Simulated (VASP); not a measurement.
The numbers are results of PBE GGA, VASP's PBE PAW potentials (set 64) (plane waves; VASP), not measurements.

VASP ran on this input.

**POSCAR**
```
Pb31Te32
1
   13.1200611136    -0.0000000000    -0.0000000000
   -0.0000000000    13.1200611136     0.0000000000
    0.0000000000     0.0000000000    13.1200611136
Te Pb
32 31
Direct
  0.7500000000   0.2500000000   0.2500000000
  0.0000000000   0.5000000000   0.2500000000
  0.0000000000   0.2500000000   0.5000000000
  0.2500000000   0.2500000000   0.2500000000
  0.5000000000   0.5000000000   0.2500000000
  0.7500000000   0.7500000000   0.2500000000
  0.0000000000   0.0000000000   0.2500000000
  0.5000000000   0.2500000000   0.5000000000
  0.7500000000   0.5000000000   0.5000000000
  0.0000000000   0.7500000000   0.5000000000
  0.7500000000   0.2500000000   0.7500000000
  0.0000000000   0.5000000000   0.7500000000
  0.0000000000   0.2500000000   0.0000000000
  0.2500000000   0.7500000000   0.2500000000
  0.5000000000   0.0000000000   0.2500000000
  0.2500000000   0.5000000000   0.5000000000
  0.5000000000   0.7500000000   0.5000000000
  0.7500000000   0.0000000000   0.5000000000
  0.2500000000   0.2500000000   0.7500000000
  0.5000000000   0.5000000000   0.7500000000
  0.7500000000   0.7500000000   0.7500000000
  0.0000000000   0.0000000000   0.7500000000
  0.5000000000   0.2500000000   0.0000000000
  0.7500000000   0.5000000000   0.0000000000
  0.0000000000   0.7500000000   0.0000000000
  0.2500000000   0.0000000000   0.5000000000
  0.2500000000   0.7500000000   0.7500000000
  0.5000000000   0.0000000000   0.7500000000
  0.2500000000   0.5000000000   0.0000000000
  0.5000000000   0.7500000000   0.0000000000
  0.7500000000   0.0000000000   0.0000000000
  0.2500000000   0.0000000000   0.0000000000
  0.5000000000   0.0000000000   0.0000000000
  0.7500000000   0.2500000000   0.0000000000
  0.7500000000   0.0000000000   0.2500000000
  0.0000000000   0.0000000000   0.0000000000
  0.2500000000   0.2500000000   0.0000000000
  0.5000000000   0.5000000000   0.0000000000
  0.7500000000   0.7500000000   0.0000000000
  0.2500000000   0.0000000000   0.2500000000
  0.5000000000   0.2500000000   0.2500000000
  0.7500000000   0.5000000000   0.2500000000
  0.5000000000   0.0000000000   0.5000000000
  0.7500000000   0.2500000000   0.5000000000
  0.7500000000   0.0000000000   0.7500000000
  0.0000000000   0.5000000000   0.0000000000
  0.2500000000   0.7500000000   0.0000000000
  0.0000000000   0.2500000000   0.2500000000
  0.2500000000   0.5000000000   0.2500000000
  0.5000000000   0.7500000000   0.2500000000
  0.0000000000   0.0000000000   0.5000000000
  0.2500000000   0.2500000000   0.5000000000
  0.7500000000   0.7500000000   0.5000000000
  0.2500000000   0.0000000000   0.7500000000
  0.5000000000   0.2500000000   0.7500000000
  0.7500000000   0.5000000000   0.7500000000
  0.0000000000   0.7500000000   0.2500000000
  0.0000000000   0.5000000000   0.5000000000
  0.2500000000   0.7500000000   0.5000000000
  0.0000000000   0.2500000000   0.7500000000
  0.2500000000   0.5000000000   0.7500000000
  0.5000000000   0.7500000000   0.7500000000
  0.0000000000   0.7500000000   0.7500000000
```

### KPOINTS
```
Automatic
0
G
  1 1 1
0 0 0
```

INCAR:
```
LMAXMIX  =  4
NSW  =  60   # most ionic steps
EDIFF  =  1E-5   # SCF stop (eV)
LCHARG  =  .FALSE.
GGA  =  PE
LREAL  =  Auto
LORBIT  =  10
SIGMA  =  0.05
ISPIN  =  2   # spin-polarised
LWAVE  =  .FALSE.
ALGO  =  Fast   # Davidson, then RMM-DIIS
ISMEAR  =  0
LASPH  =  .TRUE.
IBRION  =  2   # conjugate gradients
EDIFFG  =  -0.03   # ionic stop
MAGMOM  =  63*0.0317
NUPDOWN  =  2
SYSTEM  =  Pb31Te32
ENCUT  =  400   # plane-wave cut-off (eV)
NELMIN  =  4
PREC  =  Normal
NELM  =  100
ISIF  =  2   # forces and stress, cell fixed
ISYM  =  0
```

POTCAR, in this order: Te Pb (PBE.64 set). Program: vasp_gam.

Output

File OSZICAR:
```
       N       E                     dE             d eps       ncg     rms          rms(c)
DAV:   1     0.221022613107E+04    0.22102E+04   -0.10233E+05   764   0.111E+03
DAV:   2     0.936172785571E+02   -0.21166E+04   -0.20345E+04  1104   0.194E+02
DAV:   3    -0.208482211997E+03   -0.30210E+03   -0.29443E+03   864   0.802E+01
DAV:   4    -0.225210560076E+03   -0.16728E+02   -0.16546E+02   944   0.179E+01
DAV:   5    -0.225905642979E+03   -0.69508E+00   -0.69274E+00  1096   0.411E+00    0.421E+01
RMM:   6    -0.219156891060E+03    0.67488E+01   -0.14522E+01   780   0.398E+00    0.271E+01
RMM:   7    -0.219663320869E+03   -0.50643E+00   -0.22328E+01   787   0.455E+00    0.913E+00
RMM:   8    -0.219174725025E+03    0.48860E+00   -0.16899E+00   791   0.198E+00    0.602E+00
RMM:   9    -0.218948318091E+03    0.22641E+00   -0.75633E-01   779   0.107E+00    0.374E+00
RMM:  10    -0.218928520209E+03    0.19798E-01   -0.54033E-01   818   0.708E-01    0.143E+00
RMM:  11    -0.218942669801E+03   -0.14150E-01   -0.16649E-01   905   0.404E-01    0.666E-01
RMM:  12    -0.218937588317E+03    0.50815E-02   -0.26620E-02   809   0.201E-01    0.320E-01
RMM:  13    -0.218938394109E+03   -0.80579E-03   -0.13814E-02   884   0.112E-01    0.178E-01
RMM:  14    -0.218938546056E+03   -0.15195E-03   -0.20861E-03   900   0.556E-02    0.814E-02
RMM:  15    -0.218938585207E+03   -0.39151E-04   -0.62141E-04   914   0.265E-02    0.448E-02
RMM:  16    -0.218938592501E+03   -0.72940E-05   -0.94983E-05   678   0.116E-02
   1 F= -.21893859E+03 E0= -.21891408E+03  d E =-.218939E+03  mag=     2.0000
       N       E                     dE             d eps       ncg     rms          rms(c)
DAV:   1    -0.218985253722E+03   -0.46669E-01   -0.89426E-01   888   0.146E+00    0.412E-01
RMM:   2    -0.218988902207E+03   -0.36485E-02   -0.53723E-02   786   0.350E-01    0.196E-01
RMM:   3    -0.218989808908E+03   -0.90670E-03   -0.95959E-03   840   0.141E-01    0.159E-01
RMM:   4    -0.218989903502E+03   -0.94594E-04   -0.16180E-03   884   0.578E-02    0.107E-01
RMM:   5    -0.218989877946E+03    0.25556E-04   -0.34428E-04   790   0.299E-02    0.454E-02
RMM:   6    -0.218989887344E+03   -0.93977E-05   -0.13033E-04   758   0.171E-02    0.227E-02
RMM:   7    -0.218989891130E+03   -0.37861E-05   -0.28263E-05   498   0.802E-03
   2 F= -.21898989E+03 E0= -.21896629E+03  d E =-.512986E-01  mag=     2.0000
       N       E                     dE             d eps       ncg     rms          rms(c)
DAV:   1    -0.219067777167E+03   -0.77890E-01   -0.80824E+00   792   0.439E+00    0.130E+00
RMM:   2    -0.219097850867E+03   -0.30074E-01   -0.45358E-01   782   0.105E+00    0.467E-01
RMM:   3    -0.219105200913E+03   -0.73500E-02   -0.78730E-02   837   0.418E-01    0.455E-01
RMM:   4    -0.219106140370E+03   -0.93946E-03   -0.13813E-02   884   0.170E-01    0.325E-01
RMM:   5    -0.219105869999E+03    0.27037E-03   -0.27665E-03   789   0.886E-02    0.147E-01
RMM:   6    -0.219105920338E+03   -0.50339E-04   -0.11889E-03   791   0.545E-02    0.651E-02
RMM:   7    -0.219105956913E+03   -0.36575E-04   -0.36944E-04   913   0.253E-02    0.535E-02
RMM:   8    -0.219105969696E+03   -0.12783E-04   -0.68622E-05   614   0.110E-02    0.222E-02
RMM:   9    -0.219105977992E+03   -0.82957E-05   -0.26046E-05   486   0.684E-03
   3 F= -.21910598E+03 E0= -.21908218E+03  d E =-.167385E+00  mag=     2.0000
       N       E                     dE             d eps       ncg     rms          rms(c)
DAV:   1    -0.219016349363E+03    0.89620E-01   -0.32193E+01   764   0.879E+00    0.309E+00
RMM:   2    -0.219146789494E+03   -0.13044E+00   -0.18139E+00   779   0.210E+00    0.132E+00
RMM:   3    -0.219173868212E+03   -0.27079E-01   -0.31405E-01   836   0.841E-01    0.106E+00
RMM:   4    -0.219176273665E+03   -0.24055E-02   -0.54979E-02   867   0.348E-01    0.551E-01
RMM:   5    -0.219175796987E+03    0.47668E-03   -0.10833E-02   820   0.170E-01    0.278E-01
RMM:   6    -0.219175924128E+03   -0.12714E-03   -0.40077E-03   850   0.963E-02    0.127E-01
RMM:   7    -0.219176070821E+03   -0.14669E-03   -0.11255E-03   930   0.435E-02    0.681E-02
RMM:   8    -0.219176118412E+03   -0.47590E-04   -0.20777E-04   845   0.193E-02    0.333E-02
RMM:   9    -0.219176139218E+03   -0.20806E-04   -0.57802E-05   610   0.114E-02    0.110E-02
RMM:  10    -0.219176142684E+03   -0.34665E-05   -0.18250E-05   466   0.568E-03
   4 F= -.21917614E+03 E0= -.21914806E+03  d E =-.237550E+00  mag=     2.0000
       N       E                     dE             d eps       ncg     rms          rms(c)
DAV:   1    -0.219172362880E+03    0.37763E-02   -0.82829E-01   888   0.141E+00    0.525E-01
RMM:   2    -0.219175887159E+03   -0.35243E-02   -0.48012E-02   778   0.339E-01    0.224E-01
RMM:   3    -0.219176547870E+03   -0.66071E-03   -0.81483E-03   837   0.136E-01    0.160E-01
RMM:   4    -0.219176604105E+03   -0.56235E-04   -0.14247E-03   851   0.563E-02    0.100E-01
RMM:   5    -0.219176580358E+03    0.23747E-04   -0.28411E-04   795   0.284E-02    0.443E-02
RMM:   6    -0.219176582468E+03   -0.21097E-05   -0.10809E-04   736   0.160E-02    0.201E-02
RMM:   7    -0.219176584483E+03   -0.20159E-05   -0.22806E-05   473   0.728E-03
   5 F= -.21917658E+03 E0= -.21914833E+03  d E =-.237992E+00  mag=     2.0000
       N       E                     dE             d eps       ncg     rms          rms(c)
DAV:   1    -0.219197166487E+03   -0.20584E-01   -0.17166E+00   792   0.202E+00    0.738E-01
RMM:   2    -0.219205712606E+03   -0.85461E-02   -0.10947E-01   772   0.507E-01    0.304E-01
RMM:   3    -0.219207416861E+03   -0.17043E-02   -0.18405E-02   846   0.201E-01    0.241E-01
RMM:   4    -0.219207470403E+03   -0.53542E-04   -0.27195E-03   829   0.806E-02    0.135E-01
RMM:   5    -0.219207452311E+03    0.18092E-04   -0.64153E-04   809   0.400E-02    0.744E-02
RMM:   6    -0.219207465800E+03   -0.13489E-04   -0.22550E-04   869   0.207E-02    0.391E-02
RMM:   7    -0.219207469909E+03   -0.41088E-05   -0.33708E-05   505   0.896E-03
   6 F= -.21920747E+03 E0= -.21917920E+03  d E =-.308854E-01  mag=     2.0000
       N       E                     dE             d eps       ncg     rms          rms(c)
DAV:   1    -0.219211078196E+03   -0.36124E-02   -0.12141E+00   778   0.170E+00    0.643E-01
RMM:   2    -0.219217268219E+03   -0.61900E-02   -0.77991E-02   773   0.427E-01    0.274E-01
RMM:   3    -0.219218473399E+03   -0.12052E-02   -0.12925E-02   841   0.169E-01    0.204E-01
RMM:   4    -0.219218531419E+03   -0.58020E-04   -0.20696E-03   836   0.692E-02    0.109E-01
RMM:   5    -0.219218531179E+03    0.23935E-06   -0.46640E-04   833   0.333E-02    0.683E-02
RMM:   6    -0.219218539497E+03   -0.83176E-05   -0.13787E-04   767   0.165E-02    0.363E-02
RMM:   7    -0.219218544040E+03   -0.45426E-05   -0.24662E-05   478   0.810E-03
   7 F= -.21921854E+03 E0= -.21919038E+03  d E =-.419596E-01  mag=     2.0000
```

OUTCAR:
```
------------------------ aborting loop because EDIFF is reached ----------------------------------------
  FORCE on cell =-STRESS in cart. coord.  units (eV):
  Direction    XX          YY          ZZ          XY          YZ          ZX
  --------------------------------------------------------------------------------------
  Total       17.8793406     17.8791112     17.8793717     -0.0001779      0.0004754     -0.0003254
  in kB       12.6839495     12.6837868     12.6839716     -0.0001262      0.0003373     -0.0002308
  external PRESSURE =      12.6839026 kB  Pullay stress =       0.0000000 kB
  volume of cell :     2258.43
      direct lattice vectors                 reciprocal lattice vectors
    13.120061114  0.000000000  0.000000000     0.076219157  0.000000000  0.000000000
     0.000000000 13.120061114  0.000000000     0.000000000  0.076219157  0.000000000
     0.000000000  0.000000000 13.120061114     0.000000000  0.000000000  0.076219157
  FREE ENERGIE OF THE ION-ELECTRON SYSTEM (eV)
  ---------------------------------------------------
  free  energy   TOTEN  =      -219.2185440395 eV

  energy  without entropy=     -219.1622172229  energy(sigma->0) =     -219.19038063

 total charge

# of ion       s       p       d       tot
------------------------------------------
    1        1.356   2.034   0.013   3.403
    2        1.358   2.031   0.013   3.401
    3        1.358   2.031   0.013   3.401
    4        1.356   2.034   0.013   3.403
    5        1.361   2.024   0.014   3.399
    6        1.356   2.034   0.013   3.403
    7        1.359   2.028   0.012   3.399
    8        1.361   2.024   0.014   3.399
    9        1.361   2.024   0.014   3.399
   10        1.358   2.031   0.013   3.401
   11        1.356   2.034   0.013   3.403
   12        1.358   2.031   0.013   3.401
   13        1.359   2.028   0.012   3.399
   14        1.356   2.034   0.013   3.403
   15        1.358   2.031   0.013   3.401
   16        1.361   2.024   0.014   3.399
   17        1.361   2.024   0.014   3.399
   18        1.358   2.031   0.013   3.401
   19        1.356   2.034   0.013   3.403
   20        1.361   2.024   0.014   3.399
   21        1.356   2.034   0.013   3.403
   22        1.359   2.028   0.012   3.399
   23        1.358   2.031   0.013   3.401
   24        1.358   2.031   0.013   3.401
   25        1.359   2.028   0.012   3.399
   26        1.358   2.031   0.013   3.401
   27        1.356   2.034   0.013   3.403
   28        1.358   2.031   0.013   3.401
   29        1.358   2.031   0.013   3.401
   30        1.358   2.031   0.013   3.401
   31        1.359   2.028   0.012   3.399
   32        1.359   2.028   0.012   3.399
   33        1.791   0.956   0.124   2.871
   34        1.798   0.915   0.116   2.829
   35        1.798   0.915   0.116   2.829
   36        1.788   0.954   0.121   2.863
   37        1.798   0.915   0.116   2.829
   38        1.793   0.975   0.117   2.885
   39        1.798   0.915   0.116   2.829
   40        1.798   0.915   0.116   2.829
   41        1.797   0.917   0.115   2.829
   42        1.797   0.917   0.115   2.829
   43        1.793   0.975   0.117   2.885
   44        1.797   0.917   0.115   2.829
   45        1.798   0.915   0.116   2.829
   46        1.791   0.956   0.124   2.871
   47        1.798   0.915   0.116   2.829
   48        1.798   0.915   0.116   2.829
   49        1.797   0.917   0.115   2.829
   50        1.797   0.917   0.115   2.829
   51        1.791   0.956   0.124   2.871
   52        1.797   0.917   0.115   2.829
   53        1.797   0.917   0.115   2.829
   54        1.798   0.915   0.116   2.829
   55        1.797   0.917   0.115   2.829
   56        1.797   0.917   0.115   2.829
   57        1.798   0.915   0.116   2.829
   58        1.793   0.975   0.117   2.885
   59        1.797   0.917   0.115   2.829
   60        1.798   0.915   0.116   2.829
   61        1.797   0.917   0.115   2.829
   62        1.797   0.917   0.115   2.829
   63        1.798   0.915   0.116   2.829
--------------------------------------------------
tot         99.141  93.683   4.036 196.860

 magnetization (x)

# of ion       s       p       d       tot
------------------------------------------
    1        0.000   0.021  -0.000   0.021
    2        0.001   0.027  -0.000   0.027
    3        0.001   0.027  -0.000   0.027
    4        0.000   0.021  -0.000   0.021
    5        0.000   0.018   0.000   0.018
    6        0.000   0.021  -0.000   0.021
    7        0.001   0.033  -0.000   0.034
    8        0.000   0.018   0.000   0.018
    9        0.000   0.018   0.000   0.018
   10        0.001   0.027  -0.000   0.028
   11        0.000   0.021  -0.000   0.021
   12        0.001   0.027  -0.000   0.027
   13        0.001   0.033  -0.000   0.034
   14        0.000   0.021  -0.000   0.021
   15        0.001   0.027  -0.000   0.027
   16        0.000   0.018   0.000   0.018
   17        0.000   0.018   0.000   0.018
   18        0.001   0.027  -0.000   0.027
...
```
(Selected blocks of OUTCAR.)

### CONTCAR
```
Pb31Te32
   1.00000000000000
    13.1200611136000003    0.0000000000000000    0.0000000000000000
     0.0000000000000000   13.1200611136000003    0.0000000000000000
     0.0000000000000000    0.0000000000000000   13.1200611136000003
  Te              Pb
    32    31
Direct
     0.7502690240969092    0.2497326967234733    0.2497316166419038
     0.0000018260229898    0.4999986768770186    0.2454082655476791
     0.0000018953376127    0.2454091984590197    0.4999999592738184
     0.2497338395029849    0.2497335299609832    0.2497341109172025
     0.5000003176433189    0.5000022734112899    0.2399019198034962
     0.7502672116384020    0.7502685960718500    0.2497310707610129
     0.9999992739866285    0.9999989172069946    0.2479578890765808
     0.5000012161326636    0.2399034565048266    0.4999983895690878
     0.7600977145944751    0.4999989547119906    0.4999983711144023
     0.9999990124703343    0.7545919109083943    0.4999992808398734
     0.7502684473447445    0.2497327991054180    0.7502668550397795
     0.0000000971792652    0.5000011864803429    0.7545894845861053
     0.9999984678951352    0.2479586206460582    0.0000002856602138
     0.2497324020263811    0.7502693142821322    0.2497331476292074
     0.4999991952823979    0.0000033603759567    0.2454102329283082
     0.2399026372747142    0.4999987144931772    0.4999968226819171
     0.4999999381407658    0.7600981286521679    0.5000000074919654
     0.7545923479125601    0.9999981589144211    0.4999993588537009
     0.2497327209092997    0.2497331260986535    0.7502699641128565
     0.5000002380273049    0.5000020251058507    0.7600964617326564
     0.7502669455424282    0.7502683124214440    0.7502666359582040
     0.9999971946649071    0.0000010720202967    0.7520415336096542
     0.4999983659737814    0.2454110349531430    0.9999968833248948
     0.7545912427326525    0.5000030102912352    0.9999966228788741
     0.0000019651854474    0.7520429230299388    0.9999987540364094
     0.2454079593408145    0.9999964765074145    0.4999990014079962
     0.2497307754074115    0.7502679164206431    0.7502681879426698
     0.4999973820424036    0.0000032345401133    0.7545920278810551
     0.2454093629229397    0.4999993554060880    0.9999945580462972
     0.5000016195404722    0.7545936903893692    0.9999993399820166
     0.7520407376009856    0.0000030928963606    0.9999987191090023
     0.2479569867752061    0.9999988779674288    0.9999992095567057
     0.5000053527177484    0.0000012776686165    0.0000013613969664
     0.7474952529061438    0.2525025446853859    0.0000015518666339
     0.7474975592460739    0.9999994782964861    0.2525046631156723
     0.0000017420776907    0.0000012476635535    0.9999975549280461
     0.2525081978899892    0.2525058901774869    0.0000000346952632
     0.4999951767312160    0.4999995574356729    0.9999983745331475
     0.7474893803243240    0.7474868336763736    0.0000034641167494
     0.2525057432255018    0.9999978306176375    0.2525072417425908
     0.5000010130556559    0.2551760965372670    0.2551844984341169
     0.7448215885539234    0.5000013466420952    0.2551854414636128
     0.5000008294711391    0.0000037978357016    0.4999964852737076
     0.7448127180850256    0.2551821447531581    0.5000021466281070
     0.7474979428101914    0.9999977391635798    0.7474952842701531
     0.0000012477751609    0.5000003717086511    0.9999965542728451
     0.2525050047868632    0.7474986592911277    0.9999948934172962
     0.9999989743650118    0.2525082793201533    0.2525051884140289
     0.2551771625873783    0.4999973337552000    0.2551893833042844
     0.4999962120150683    0.7448126228601389    0.2551810096707460
     0.9999988379824456    0.9999995064758327    0.4999979906540921
     0.2551717861621328    0.2551853128907703    0.5000000544848465
     0.7448195623003960    0.7448216230662473    0.5000003044145299
     0.2525120326619237    0.9999967505070528    0.7474946131258335
     0.5000010678698747    0.2551721408795554    0.7448241235402099
     0.7448190476636598    0.5000000063067549    0.7448254122682917
     0.0000000554682318    0.7474971866923711    0.2525047650151878
     0.0000013575707797    0.4999973723698055    0.5000004595561316
     0.2551841225154456    0.7448253810283063    0.4999953548752347
     0.9999989621237599    0.2525040970080000    0.7474935663598069
     0.2551818143561969    0.4999974564914678    0.7448281299530274
     0.5000010945418301    0.7448131680681295    0.7448185921412454
     0.0000007990108805    0.7474943042939256    0.7474965340720482
```

**OUTCAR**
```
 val. band max:        3.9424046924   @ k =   0.0000   0.0000   0.0000

 cond. band min:       3.9507247235   @ k =   0.0000   0.0000   0.0000


 Fermi energy:         4.1651390367

 spin component 1

 k-point     1 :       0.0000    0.0000    0.0000
  band No.  band energies     occupation
      1      -7.6903      1.00000
      2      -7.0874      1.00000
      3      -7.0873      1.00000
      4      -7.0873      1.00000
      5      -7.0697      1.00000
      6      -7.0697      1.00000
      7      -6.9661      1.00000
      8      -6.5769      1.00000
      9      -6.5768      1.00000
     10      -6.5768      1.00000
     11      -6.5416      1.00000
     12      -6.5416      1.00000
     13      -6.5092      1.00000
     14      -6.5091      1.00000
     15      -6.5091      1.00000
     16      -6.5087      1.00000
     17      -6.5086      1.00000
     18      -6.5086      1.00000
     19      -6.4067      1.00000
     20      -6.3813      1.00000
     21      -6.2943      1.00000
     22      -6.2943      1.00000
     23      -6.2943      1.00000
     24      -6.1924      1.00000
     25      -6.1887      1.00000
     26      -6.1887      1.00000
     27      -6.0329      1.00000
     28      -6.0329      1.00000
     29      -6.0329      1.00000
     30      -6.0082      1.00000
     31      -5.9792      1.00000
     32      -5.9792      1.00000
     33      -4.5571      1.00000
     34      -4.5571      1.00000
     35      -4.5571      1.00000
     36      -4.3520      1.00000
     37      -4.0463      1.00000
     38      -4.0463      1.00000
     39      -4.0463      1.00000
     40      -4.0041      1.00000
     41      -4.0041      1.00000
     42      -3.9548      1.00000
     43      -3.9548      1.00000
     44      -3.9548      1.00000
     45      -3.9513      1.00000
     46      -3.9512      1.00000
     47      -3.9512      1.00000
     48      -3.9438      1.00000
     49      -3.9329      1.00000
...
```

The supercell is sampled at Γ alone, which is coarse: total energies, pressure and levels can be off, energies of defects by several tenths of an eV. Unless said otherwise, spin-orbit coupling is left out, though it shifts the bands of the heavy elements here.

The cell is a supercell with a defect, built from PbTe (rock salt): vac_Pb.
